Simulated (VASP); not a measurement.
Calculation: PBE GGA, VASP's PBE PAW potentials (set 64) (plane waves; VASP).

VASP ran on this input.

**KPOINTS**
```
Automatic mesh
0
Gamma
8 8 8
0 0 0
```

File POSCAR:
```
PtAl2
1
   -0.0000000000     2.9713969636     2.9713969636
    2.9713969636    -0.0000000000     2.9713969636
    2.9713969636     2.9713969636    -0.0000000000
Al Pt
2 1
Direct
  0.2500000000   0.2500000000   0.2500000000
  0.7500000000   0.7500000000   0.7500000000
  0.0000000000   0.0000000000   0.0000000000
```

INCAR:
```
SYSTEM = PtAl2
PREC = Accurate; ENCUT = 400; LREAL = .FALSE.
LASPH = .TRUE.
EDIFF = 1E-6; NELM = 100; ALGO = Normal
LMAXMIX = 6
ISMEAR = 1; SIGMA = 0.1
GGA = PE
IBRION = 2; NSW = 60; ISIF = 3
EDIFFG = -0.02
LWAVE = .FALSE.; LCHARG = .FALSE.
```

POTCAR, in this order: Al Pt (PBE.64 set). Program: vasp_std.

Output

**OUTCAR**
```
 ion  position               nearest neighbor table
   1  0.250  0.250  0.250-   3 2.57   3 2.57   3 2.57   3 2.57   2 2.97   2 2.97   2 2.97   2 2.97
                             2 2.97   2 2.97
   2  0.750  0.750  0.750-   3 2.57   3 2.57   3 2.57   3 2.57   1 2.97   1 2.97   1 2.97   1 2.97
                             1 2.97   1 2.97
   3  0.000  0.000  0.000-   2 2.57   2 2.57   2 2.57   1 2.57   2 2.57   1 2.57   1 2.57   1 2.57
  LATTYP: Found a face centered cubic cell.
 ALAT       =     5.9427939272
 Subroutine PRICEL returns:
 Original cell was already a primitive cell.
 Subroutine GETGRP returns: Found 48 space group operations
The static configuration has the point symmetry O_h .
The dynamic configuration has the point symmetry O_h .
 Subroutine INISYM returns: Found 48 space group operations
 Subroutine IBZKPT returns following result:
 Found     29 irreducible k-points:

 Following reciprocal coordinates:
            Coordinates               Weight
  0.000000  0.000000  0.000000      1.000000
  0.125000  0.000000  0.000000      8.000000
  0.250000  0.000000  0.000000      8.000000
  0.375000  0.000000  0.000000      8.000000
  0.500000  0.000000  0.000000      4.000000
  0.125000  0.125000  0.000000      6.000000
  0.250000  0.125000  0.000000     24.000000
  0.375000  0.125000  0.000000     24.000000
  0.500000  0.125000  0.000000     24.000000
 -0.375000  0.125000  0.000000     24.000000
 -0.250000  0.125000  0.000000     24.000000
 -0.125000  0.125000  0.000000     12.000000
  0.250000  0.250000  0.000000      6.000000
  0.375000  0.250000  0.000000     24.000000
  0.500000  0.250000  0.000000     24.000000
 -0.375000  0.250000  0.000000     24.000000
 -0.250000  0.250000  0.000000     12.000000
  0.375000  0.375000  0.000000      6.000000
  0.500000  0.375000  0.000000     24.000000
 -0.375000  0.375000  0.000000     12.000000
  0.500000  0.500000  0.000000      3.000000
  0.375000  0.250000  0.125000     24.000000
  0.500000  0.250000  0.125000     48.000000
 -0.375000  0.250000  0.125000     24.000000
  0.500000  0.375000  0.125000     24.000000
 -0.375000  0.375000  0.125000     48.000000
 -0.250000  0.375000  0.125000     24.000000
 -0.375000  0.500000  0.125000     12.000000
 -0.250000  0.500000  0.250000      6.000000
   k-points           NKPTS =     29   k-points in BZ     NKDIM =     29   number of bands    NBANDS=     12
   number of dos      NEDOS =    301   number of ions     NIONS =      3
   total plane-waves  NPLWV =  21952
   dimension x,y,z NGX =    28 NGY =   28 NGZ =   28
   dimension x,y,z NGXF=    56 NGYF=   56 NGZF=   56
   ions per type =               2   1
   PREC   = accura    normal or accurate (medium, high low for compatibility)
   ISTART =      0    job   : 0-new  1-cont  2-samecut
   ICHARG =      2    charge: 1-file 2-atom 10-const
   ISPIN  =      1    spin polarized calculation?
   LNONCOLLINEAR =      F non collinear calculations
   LSORBIT =      F    spin-orbit coupling
   INIWAV =      1    electr: 0-lowe 1-rand  2-diag
   ENCUT  =  400.0 eV  29.40 Ry    5.42 a.u.   6.85  6.85  6.85*2*pi/ulx,y,z
   NELM   =    100;   NELMIN=  2; NELMDL= -5     # of ELM steps
   EDIFF  = 0.1E-05   stopping-criterion for ELM
   LREAL  =      F    real-space projection
   NLSPLINE    = F    spline interpolate recip. space projectors
   LMAXMIX     =    6 max onsite mixed and CHGCAR
   VOSKOWN=      0    Vosko Wilk Nusair interpolation
   EDIFFG = -.2E-01   stopping-criterion for IOM
   NSW    =     60    number of steps for IOM
   NBLOCK =      1;   KBLOCK =     60    inner block; outer block
   IBRION =      2    ionic relax: 0-MD 1-quasi-New 2-CG
   NFREE  =      1    steps in history (QN), initial steepest desc. (CG)
   ISIF   =      3    stress and relaxation
   ISYM   =      2    0-nonsym 1-usesym 2-fastsym
...
```

OSZICAR:
```
       N       E                     dE             d eps       ncg     rms          rms(c)
DAV:   1     0.359844504559E+02    0.35984E+02   -0.57901E+03   744   0.903E+02
DAV:   2    -0.152091651953E+02   -0.51194E+02   -0.46243E+02   816   0.162E+02
DAV:   3    -0.167785805179E+02   -0.15694E+01   -0.15485E+01   896   0.271E+01
DAV:   4    -0.167933549281E+02   -0.14774E-01   -0.14761E-01   828   0.303E+00
DAV:   5    -0.167935802849E+02   -0.22536E-03   -0.22532E-03   888   0.396E-01    0.841E+00
DAV:   6    -0.163473394155E+02    0.44624E+00   -0.24915E+00   812   0.154E+01    0.220E+00
DAV:   7    -0.162669304539E+02    0.80409E-01   -0.20856E-01   768   0.462E+00    0.166E+00
DAV:   8    -0.162374797611E+02    0.29451E-01   -0.32554E-02   824   0.179E+00    0.252E-01
DAV:   9    -0.162374659654E+02    0.13796E-04   -0.20013E-03   804   0.438E-01    0.164E-01
DAV:  10    -0.162376260227E+02   -0.16006E-03   -0.33732E-04   780   0.153E-01    0.186E-02
DAV:  11    -0.162376230684E+02    0.29544E-05   -0.19588E-05   832   0.461E-02    0.862E-03
DAV:  12    -0.162376250572E+02   -0.19888E-05   -0.58675E-06   772   0.183E-02    0.225E-03
DAV:  13    -0.162376249755E+02    0.81609E-07   -0.55342E-07   532   0.771E-03
   1 F= -.16237625E+02 E0= -.16237802E+02  d E =-.162376E+02
```

### OUTCAR
```
------------------------ aborting loop because EDIFF is reached ----------------------------------------
  FORCE on cell =-STRESS in cart. coord.  units (eV):
  Direction    XX          YY          ZZ          XY          YZ          ZX
  --------------------------------------------------------------------------------------
  Total        0.0167064      0.0167064      0.0167064      0.0000000     -0.0000000      0.0000000
  in kB        0.5101322      0.5101322      0.5101322      0.0000000     -0.0000000      0.0000000
  external PRESSURE =       0.5101322 kB  Pullay stress =       0.0000000 kB
  volume of cell :       52.47
      direct lattice vectors                 reciprocal lattice vectors
     0.000000000  2.971396964  2.971396964    -0.168271021  0.168271021  0.168271021
     2.971396964  0.000000000  2.971396964     0.168271021 -0.168271021  0.168271021
     2.971396964  2.971396964  0.000000000     0.168271021  0.168271021 -0.168271021
 POSITION                                       TOTAL-FORCE (eV/Angst)
 -----------------------------------------------------------------------------------
      1.48570      1.48570      1.48570         0.000000      0.000000      0.000000
      4.45710      4.45710      4.45710        -0.000000     -0.000000     -0.000000
      0.00000      0.00000      0.00000        -0.000000     -0.000000     -0.000000
 -----------------------------------------------------------------------------------
    total drift:                               -0.000000     -0.000000      0.000000
  FREE ENERGIE OF THE ION-ELECTRON SYSTEM (eV)
  ---------------------------------------------------
  free  energy   TOTEN  =       -16.2376249755 eV

  energy  without entropy=      -16.2381570316  energy(sigma->0) =      -16.23780233

 reached required accuracy - stopping structural energy minimisation
```
(Selected blocks of OUTCAR.)

**OUTCAR**
```
 val. band max:        7.5974153471   @ k =   0.3750   0.2500   0.0000

 cond. band min:       7.7005008122   @ k =  -0.3750   0.1250   0.0000


 Fermi energy:         7.6447239096

 k-point     1 :       0.0000    0.0000    0.0000
  band No.  band energies     occupation
      1      -2.4077      2.00000
      2       2.7421      2.00000
      3       2.7421      2.00000
      4       2.7421      2.00000
      5       4.0811      2.00000
      6       4.0811      2.00000
      7      10.5320      0.00000
      8      11.5155      0.00000
      9      11.5155      0.00000
     10      11.5155      0.00000
     11      13.0223      0.00000
     12      13.0223      0.00000

 k-point     2 :       0.1250    0.0000    0.0000
  band No.  band energies     occupation
      1      -2.1961      2.00000
      2       2.6154      2.00000
      3       2.8112      2.00000
      4       2.8112      2.00000
      5       4.0591      2.00000
      6       4.0591      2.00000
      7       9.3267     -0.00000
      8      10.8864      0.00000
      9      10.9467      0.00000
     10      10.9467      0.00000
     11      13.5767      0.00000
     12      13.5823      0.00000

 k-point     3 :       0.2500    0.0000    0.0000
  band No.  band energies     occupation
      1      -1.5861      2.00000
      2       2.3147      2.00000
      3       2.9568      2.00000
      4       2.9568      2.00000
      5       4.0635      2.00000
      6       4.0635      2.00000
      7       6.8310      2.00000
      8       9.9606      0.00000
      9       9.9606      0.00000
     10      11.3498      0.00000
     11      13.0539      0.00000
     12      13.1227      0.00000

 k-point     4 :       0.3750    0.0000    0.0000
  band No.  band energies     occupation
      1      -0.6998      2.00000
      2       1.9483      2.00000
      3       3.0459      2.00000
      4       3.0459      2.00000
      5       4.1926      2.00000
      6       4.1926      2.00000
...
```

Unless said otherwise, spin-orbit coupling is left out, though it shifts the bands of the heavy elements here.

The compound is PtAl2 in the fluorite structure. It was relaxed first. The start is the result of an earlier pass.
